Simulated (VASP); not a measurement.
```yaml
crystal:
  lattice:
    - [-1.84283, 1.84283, 4.51040]
    - [1.84283, -1.84283, 4.51040]
    - [1.84283, 1.84283, -4.51040]
  atoms:
    - { symbol: La, position: [0.00000, 0.00000, 0.00000] }
    - { symbol: Si, position: [0.33530, 0.33530, 0.00000] }
    - { symbol: Si, position: [0.66470, 0.66470, 0.00000] }
```

The numbers are results of PBE GGA, VASP's PBE PAW potentials (set 64) (plane waves; VASP), not measurements. Run with 300 eV cut-off, 9×9×9 Γ-centred mesh, Fermi-Dirac smearing of 0.050 eV, potentials La Si.

At this cut-off the stress carries a Pulay error, which pulls relaxed volumes low.

Predict the energy per atom (σ→0), pressure, largest force, band gap (on the k-mesh) with the smallest direct gap where there is one.

```json
{
 "band gap (on the k-mesh)": "none (metal, semimetal or under 0.01 eV)",
 "energy per atom (σ→0)": "-5.034 eV/atom",
 "pressure": "8.84 GPa",
 "largest_force": "0.02159 Ha/bohr"
}
```

Total energies compare only between runs with the same potentials, cut-off and functional.

The structure was generated: LaSi2 was put into an ordered model structure, which need not be its known phase. The cell was not relaxed at this level. The electron count is odd and the run is not spin-polarised, which forces a metal.
